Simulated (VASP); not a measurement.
# ZnGeSb2 with PBE: from relaxation to properties, part 3 of 6

What structure does ZnGeSb2 take at this level, and what are its properties? The cell is invented: it takes the structure of a Materials Project entry for ZnGeP2 (space group 115 there), with some of its atoms replaced by other elements, volume scaled by an estimate. It may not be a known or stable phase.

VASP 6.6.1, plane waves and PAW; the level of theory is named at each step.

So far. Step 3 (Relaxing cell and atoms (PBE)): It ends with a largest force of 0.005 eV/Å and a pressure of 0.00 GPa. Step 4 (Density, ELF and potential (PBE)): In this run the pressure is 0.01 GPa, small enough to go on. The relaxed cell has a = 4.385, c = 6.136 Å (conventional setting).

### 5. Band structure (PBE)

Level of this step: PBE; plane waves and PAW (Sb, Ge_d, Zn); invented cell (VASP).

Levels along the symmetry lines show where the bands peak and cross; KPOINTS_OPT computes them in the converged potential.

INCAR reads:

```
SYSTEM = ZnGeSb2
PREC = Accurate
ENCUT = 410
EDIFF = 1E-06
NELM = 100
ISMEAR = 0
SIGMA = 0.05
LREAL = .FALSE.
ALGO = Normal
GGA = PE
NBANDS = 32
LORBIT = 11
LWAVE = .FALSE.
LCHARG = .FALSE.
KPAR = 2
```

POSCAR reads:

```
ZnGeSb2
1.0
    4.3849205807      0.0000000000      0.0000000000
    0.0000000000      4.3849205807      0.0000000000
    0.0000000000      0.0000000000      6.1358124824
Sb Ge Zn
2 1 1
Direct
    0.0000000000      0.5000000000      0.2382535967
    0.5000000000      0.0000000000      0.7617464033
    0.5000000000      0.5000000000      0.5000000000
    0.0000000000      0.0000000000      0.0000000000
```

KPOINTS reads:

```
Automatic mesh
0
Gamma
6 6 5
0 0 0
```

KPOINTS_OPT reads:

```
Line mode
16
Line-mode
Reciprocal
  0.00000000   0.00000000   0.00000000 GAMMA
  0.00000000   0.50000000   0.00000000 X

  0.00000000   0.50000000   0.00000000 X
  0.50000000   0.50000000   0.00000000 M

  0.50000000   0.50000000   0.00000000 M
  0.00000000   0.00000000   0.00000000 GAMMA

  0.00000000   0.00000000   0.00000000 GAMMA
  0.00000000   0.00000000   0.50000000 Z

  0.00000000   0.00000000   0.50000000 Z
  0.00000000   0.50000000   0.50000000 R

  0.00000000   0.50000000   0.50000000 R
  0.50000000   0.50000000   0.50000000 A

  0.50000000   0.50000000   0.50000000 A
  0.00000000   0.00000000   0.50000000 Z

  0.00000000   0.50000000   0.00000000 X
  0.00000000   0.50000000   0.50000000 R

  0.50000000   0.50000000   0.00000000 M
  0.50000000   0.50000000   0.50000000 A
```

The projector-augmented-wave data sets are Sb, Ge_d and Zn (PBE family, release 64).

Command:

```
$ mpirun -np 2 vasp_std
```

Output:

```text
[... set-up lines as in an earlier step ...]
 entering main loop
       N       E                     dE             d eps       ncg     rms          rms(c)
DAV:   1     0.250958125240E+03    0.25096E+03   -0.13853E+04  2280   0.146E+03
DAV:   2     0.233784980064E+02   -0.22758E+03   -0.21649E+03  1960   0.462E+02
DAV:   3    -0.124544088944E+02   -0.35833E+02   -0.35556E+02  2288   0.110E+02
DAV:   4    -0.140410896573E+02   -0.15867E+01   -0.15860E+01  2256   0.257E+01
DAV:   5    -0.140742097861E+02   -0.33120E-01   -0.33118E-01  2280   0.405E+00    0.477E+00
DAV:   6    -0.139195203897E+02    0.15469E+00   -0.53860E-01  2408   0.117E+01    0.321E+00
DAV:   7    -0.138971272199E+02    0.22393E-01   -0.10836E-01  2296   0.326E+00    0.142E+00
DAV:   8    -0.138949129124E+02    0.22143E-02   -0.23235E-02  2504   0.113E+00    0.156E-01
DAV:   9    -0.138956329518E+02   -0.72004E-03   -0.27408E-03  2216   0.371E-01    0.768E-02
DAV:  10    -0.138960025922E+02   -0.36964E-03   -0.39947E-04  2288   0.143E-01    0.224E-02
DAV:  11    -0.138960406034E+02   -0.38011E-04   -0.53614E-05  2304   0.601E-02    0.120E-02
DAV:  12    -0.138960593754E+02   -0.18772E-04   -0.32727E-05  2208   0.281E-02    0.410E-03
DAV:  13    -0.138960598478E+02   -0.47239E-06   -0.13635E-06  1912   0.143E-02
   1 F= -.13896060E+02 E0= -.13895806E+02  d E =-.507656E-03
 Start KPOINTS_OPT (optional k-point list driver)
k-point batch [1-30\144]
       N       E                     dE             ncg
DAV:   1     0.520026159542E+03   -0.16795E+05     2296
DAV:   2    -0.632962826497E+04   -0.68497E+04     1968
DAV:   3    -0.741678896381E+04   -0.10872E+04     2296
DAV:   4    -0.746504664775E+04   -0.48258E+02     2208
DAV:   5    -0.746604254777E+04   -0.99590E+00     2288
DAV:   6    -0.746607688733E+04   -0.34340E-01     2280
DAV:   7    -0.746607891436E+04   -0.20270E-02     2464
DAV:   8    -0.746607897938E+04   -0.65023E-04     2256
DAV:   9    -0.746607898349E+04   -0.41102E-05     1768
DAV:  10    -0.746607898361E+04   -0.11867E-06     1488
[...]
k-point batch [121-144\144]
       N       E                     dE             ncg
DAV:   1     0.468173425032E+04   -0.22997E+05     1832
DAV:   2    -0.709206334492E+03   -0.53909E+04     1592
DAV:   3    -0.156296302082E+04   -0.85376E+03     1816
DAV:   4    -0.160125965421E+04   -0.38297E+02     1864
DAV:   5    -0.160203520761E+04   -0.77555E+00     1744
DAV:   6    -0.160206028587E+04   -0.25078E-01     1888
DAV:   7    -0.160206165065E+04   -0.13648E-02     1888
DAV:   8    -0.160206171310E+04   -0.62453E-04     1880
DAV:   9    -0.160206171678E+04   -0.36766E-05     1280
DAV:  10    -0.160206171698E+04   -0.20525E-06     1200
```

The job ended after 57 s (2 MPI ranks of Intel Xeon 6975P-C (Granite Rapids), shared host; peak memory 0.51 GiB).

OUTCAR, selected parts (step 5):

```text
   k-points           NKPTS =     30   k-points in BZ     NKDIM =     30   number of bands    NBANDS=     32

   NELECT =      36.0000    total number of electrons

 E-fermi :   4.1818

 k-point     1 :       0.0000    0.0000    0.0000
  band No.  band energies     occupation
    ...
     13      -2.6871      2.00000
     14       1.4270      2.00000
     15       1.4270      2.00000
     16       3.4069      2.00000
     17       4.0332      1.99997
     18       4.3185      0.00011
     19       4.3185      0.00011
     20       5.1992      0.00000
     21       5.9271      0.00000
     22       6.6622      0.00000
    ...

  Total        0.0110416      0.0110416      0.0014517      0.0000000      0.0000000      0.0000000
  in kB        0.1499503      0.1499503      0.0197151      0.0000000      0.0000000      0.0000000
  external PRESSURE =       0.1065386 kB  Pullay stress =       0.0000000 kB

 POSITION                                       TOTAL-FORCE (eV/Angst)
 -----------------------------------------------------------------------------------
      0.00000      2.19246      1.46188        -0.000000     -0.000000      0.004589
      2.19246      0.00000      4.67393         0.000000     -0.000000     -0.004589
      2.19246      2.19246      3.06791        -0.000000      0.000000      0.000000
      0.00000      0.00000      0.00000        -0.000000     -0.000000      0.000000
 -----------------------------------------------------------------------------------
    total drift:                                0.000000      0.000000      0.000000

  FREE ENERGIE OF THE ION-ELECTRON SYSTEM (eV)
  ---------------------------------------------------
  free  energy   TOTEN  =       -13.8960598478 eV

  energy  without entropy=      -13.8955521918  energy(sigma->0) =      -13.89580602

[... 9 parts as in an earlier step ...]

[... 7 further parts left out ...]
```

Spin-orbit coupling is off here; with elements this heavy it splits and shifts levels by tenths of an eV or more.

Numbers from this step:

```yaml
bands: 32
pressure: 0.01065 GPa
```

Electronic bands along the path, in eV, zero at the Fermi level; # counts the bands kept, so #1 is VASP's band 8:

```
          point     #8     #9    #10    #11    #12   #13   #14   #15
              Γ  -2.75  -0.77  -0.15   0.14   0.14  1.02  1.75  2.48
0.53 of the way  -2.83  -2.40  -1.53  -0.16   0.56  2.36  2.87  3.16
              X  -3.37  -2.93  -1.97  -0.57   0.84  3.07  3.40  3.66
0.53 of the way  -3.24  -2.78  -2.71  -1.68   1.00  2.07  2.39  2.94
              M  -3.29  -2.58  -2.58  -1.68   0.08  1.24  1.24  1.96
0.53 of the way  -3.32  -2.96  -1.57  -1.26   1.12  2.09  3.31  3.99
              Γ  -2.75  -0.77  -0.15   0.14   0.14  1.02  1.75  2.48
0.53 of the way  -2.54  -2.21  -0.58  -0.58   0.39  1.11  2.56  2.95
              Z  -2.27  -2.27  -1.13  -1.13   0.77  0.80  3.11  3.29
0.53 of the way  -2.08  -2.08  -1.50  -0.81   0.68  2.41  2.78  3.26
              R  -1.91  -1.60  -0.77  -0.66  -0.48  1.46  2.85  3.21
0.47 of the way  -3.53  -2.28  -2.08  -1.40   1.22  2.69  2.69  4.10
              A  -3.82  -3.12  -3.12  -2.59   2.38  3.68  3.68  3.87
0.47 of the way  -3.46  -3.02  -1.27  -1.12   1.37  1.95  3.77  3.88
              Z  -2.27  -2.27  -1.13  -1.13   0.77  0.80  3.11  3.29
      jump to X  -3.37  -2.93  -1.97  -0.57   0.84  3.07  3.40  3.66
0.47 of the way  -2.75  -1.96  -1.94  -0.53   0.40  2.62  3.13  3.24
              R  -1.91  -1.60  -0.77  -0.66  -0.48  1.46  2.85  3.21
      jump to M  -3.29  -2.58  -2.58  -1.68   0.08  1.24  1.24  1.96
0.47 of the way  -3.56  -2.85  -2.85  -2.12   0.86  2.03  2.03  2.89
              A  -3.82  -3.12  -3.12  -2.59   2.38  3.68  3.68  3.87
```

Of the projections kept (Sb, Ge, Zn), the largest for each band there; the rest of the weight can lie on other orbitals:

```
point       #8       #9      #10      #11      #12      #13      #14      #15
    Γ  Sb 0.54  Sb 0.52  Sb 0.56  Sb 0.71  Sb 0.71  Sb 0.57  Zn 0.58  Ge 0.46
    X  Sb 0.56  Sb 0.54  Sb 0.49  Sb 0.70  Sb 0.53  Zn 0.55  Ge 0.51  Sb 0.56
    M  Sb 0.50  Sb 0.57  Sb 0.57  Sb 0.68  Sb 0.57  Sb 0.43  Sb 0.43  Zn 0.58
    Γ  Sb 0.54  Sb 0.52  Sb 0.56  Sb 0.71  Sb 0.71  Sb 0.57  Zn 0.58  Ge 0.46
    Z  Sb 0.49  Sb 0.49  Sb 0.69  Sb 0.69  Ge 0.66  Sb 0.63  Zn 0.50  Sb 0.48
    R  Sb 0.50  Sb 0.52  Sb 0.62  Sb 0.57  Sb 0.71  Zn 0.50  Ge 0.48  Ge 0.50
```

There is no gap at this level.

### 6. Total and projected DOS (PBE)

Here the states are counted by energy and projected on the atoms. The mesh is finer than in the run before.

INCAR, as its differences from that of step 5:

```diff
@@ -5,3 +5,3 @@
 NELM = 100
-ISMEAR = 0
+ISMEAR = -5
 SIGMA = 0.05
@@ -15 +15,2 @@
 KPAR = 2
+NEDOS = 2001
```

POSCAR is that of step 5.

KPOINTS reads:

```
Automatic mesh
0
Gamma
9 9 7
0 0 0
```

Command:

```
$ mpirun -np 2 vasp_std
```

Output:

```text
[... set-up lines as in an earlier step ...]
 entering main loop
       N       E                     dE             d eps       ncg     rms          rms(c)
DAV:   1     0.251030920598E+03    0.25103E+03   -0.13844E+04  4576   0.148E+03
DAV:   2     0.233191134479E+02   -0.22771E+03   -0.21714E+03  4008   0.462E+02
DAV:   3    -0.124216557033E+02   -0.35741E+02   -0.35497E+02  4592   0.110E+02
DAV:   4    -0.140424325372E+02   -0.16208E+01   -0.16199E+01  4448   0.259E+01
DAV:   5    -0.140767988606E+02   -0.34366E-01   -0.34363E-01  4568   0.410E+00    0.477E+00
DAV:   6    -0.139229939736E+02    0.15380E+00   -0.52979E-01  4816   0.117E+01    0.321E+00
DAV:   7    -0.139006702262E+02    0.22324E-01   -0.10820E-01  4504   0.326E+00    0.141E+00
DAV:   8    -0.138987233159E+02    0.19469E-02   -0.23695E-02  4944   0.114E+00    0.158E-01
DAV:   9    -0.138993876928E+02   -0.66438E-03   -0.27594E-03  4464   0.370E-01    0.783E-02
DAV:  10    -0.138997335847E+02   -0.34589E-03   -0.40382E-04  4408   0.142E-01    0.225E-02
DAV:  11    -0.138997655509E+02   -0.31966E-04   -0.51338E-05  4696   0.598E-02    0.126E-02
DAV:  12    -0.138997761467E+02   -0.10596E-04   -0.34448E-05  4264   0.277E-02    0.406E-03
DAV:  13    -0.138997762469E+02   -0.10020E-06   -0.13372E-06  3872   0.141E-02
   1 F= -.13899776E+02 E0= -.13899776E+02  d E =0.000000E+00
 -----------------------------------------------------------------------------
|                                                                             |
|           W    W    AA    RRRRR   N    N  II  N    N   GGGG   !!!           |
|           W    W   A  A   R    R  NN   N  II  NN   N  G    G  !!!           |
|           W    W  A    A  R    R  N N  N  II  N N  N  G       !!!           |
|           W WW W  AAAAAA  RRRRR   N  N N  II  N  N N  G  GGG   !            |
|           WW  WW  A    A  R   R   N   NN  II  N   NN  G    G                |
|           W    W  A    A  R    R  N    N  II  N    N   GGGG   !!!           |
|                                                                             |
|     Tetrahedron method does not include variations of the Fermi             |
|     occupations, so forces and stress will be inaccurate. We suggest        |
|     using a different smearing scheme ISMEAR = 1 or 2 for metals in         |
|     relaxations.                                                            |
|                                                                             |
 -----------------------------------------------------------------------------
```

Run time: 29 s. Hardware: 2 MPI ranks; peak memory 0.57 GiB; 55 s of CPU time.

OUTCAR, selected parts (step 6):

```text
   k-points           NKPTS =     60   k-points in BZ     NKDIM =     60   number of bands    NBANDS=     32

   NELECT =      36.0000    total number of electrons

 E-fermi :   4.0957

 k-point     1 :       0.0000    0.0000    0.0000
  band No.  band energies     occupation
    ...
     13      -2.6759      2.00000
     14       1.4242      2.00000
     15       1.4242      2.00000
     16       3.4041      2.00000
     17       4.0332      2.00000
     18       4.3221     -0.18854
     19       4.3221      0.00000
     20       5.1936      0.00000
     21       5.9328      0.00000
     22       6.6610      0.00000
    ...

  Total       -0.0435278     -0.0435278      0.0294479      0.0000000      0.0000000      0.0000000
  in kB       -0.5911279     -0.5911279      0.3999161      0.0000000      0.0000000      0.0000000
  external PRESSURE =      -0.2607799 kB  Pullay stress =       0.0000000 kB

 POSITION                                       TOTAL-FORCE (eV/Angst)
 -----------------------------------------------------------------------------------
      0.00000      2.19246      1.46188        -0.000000     -0.000000     -0.008682
      2.19246      0.00000      4.67393         0.000000     -0.000000      0.008682
      2.19246      2.19246      3.06791        -0.000000      0.000000      0.000000
      0.00000      0.00000      0.00000        -0.000000     -0.000000      0.000000
 -----------------------------------------------------------------------------------
    total drift:                                0.000000      0.000000      0.000000

  FREE ENERGIE OF THE ION-ELECTRON SYSTEM (eV)
  ---------------------------------------------------
  free  energy   TOTEN  =       -13.8997762469 eV

  energy  without entropy=      -13.8997762469  energy(sigma->0) =      -13.89977625

[... 6 parts as in an earlier step ...]

[... 10 further parts left out ...]
```

With tetrahedra the forces and stress of a metal are not exact derivatives of the energy.

Numbers from this step:

```
irreducible k-points   : 60
Fermi energy           : 4.096 eV
pressure               : -0.02608 GPa
DOS at the Fermi level : 0.2675 states/eV/cell
```

The density of states has structure finer than the step of the table below, so its rows give means over 0.25 eV, whole bins alone (the curve runs from -6.4 to 5.17 eV). Peaks (eV: height): total -3.307: 3.90, -2.745: 4.13, -2.263: 3.96, 2.377: 4.04, 2.939: 4.36, 3.482: 4.02, 4.285: 3.85; Zn d -3.749: 0.0793, -2.745: 0.0624, -2.182: 0.0658, -1.640: 0.0494, -1.238: 0.063, -0.756: 0.069, 4.044: 0.0537.

States under -6.4 eV and over 5.2 eV are left out, among them most of the Zn d (centred near -7.0 eV) states. Table of density of states by energy, zero at the Fermi level; means over each step; values in states/eV/cell:

```
energy (eV)   total     Zn d
      -6.25   0.798    0.297
      -6.00   0.412    0.114
      -5.75   0.239   0.0512
      -5.50   0.143   0.0276
      -5.25  0.0952   0.0126
      -5.00   0.567  0.00650
      -4.75    1.87   0.0252
      -4.50    1.33   0.0245
      -4.25    1.14   0.0221
      -4.00   0.887   0.0185
      -3.75    1.54   0.0337
      -3.50    1.95   0.0294
      -3.25    2.79   0.0288
      -3.00    2.03   0.0229
      -2.75    3.39   0.0489
      -2.50    3.40   0.0544
      -2.25    3.64   0.0589
      -2.00    2.28   0.0350
      -1.75    2.02   0.0338
      -1.50    2.03   0.0375
      -1.25    2.51   0.0496
      -1.00    2.28   0.0508
      -0.75    2.30   0.0584
      -0.50    1.62   0.0452
      -0.25   0.664   0.0199
       0.00   0.294  0.00769
       0.25   0.377  0.00597
       0.50   0.963   0.0158
       0.75    1.48   0.0237
       1.00    1.99   0.0325
       1.25    2.24   0.0359
       1.50    1.07   0.0137
       1.75   0.807  0.00772
       2.00    1.33   0.0127
       2.25    3.36   0.0317
       2.50    3.03   0.0309
       2.75    2.34   0.0244
       3.00    3.80   0.0408
       3.25    2.80   0.0314
       3.50    2.90   0.0357
       3.75    2.44   0.0345
       4.00    2.90   0.0467
       4.25    3.12   0.0451
       4.50    1.67   0.0244
       4.75    2.30   0.0340
       5.00    2.60   0.0375
```

The finer mesh and the other smearing move the Fermi level by -0.09 eV from the 6×6×5 run, one measure of the sampling error in the zero of the bands above.

(Part 3 of 6 ends here.)

[Lines on the potential files, build, host, timing and source positions are cut from VASP's logs without a mark.]

[Logs are printed without paths, hosts, clocks, repeated set-up lines and the standing remarks that a program may print on its own settings, such as how far it seeks lower states.]

[Hosts, paths, dates, database ids (printed as entryN), source tags and the programs' standing remarks are cut or masked in the printed files.]

[A measured line is paired with the nearest computed mode of its activity, which favours agreement.]
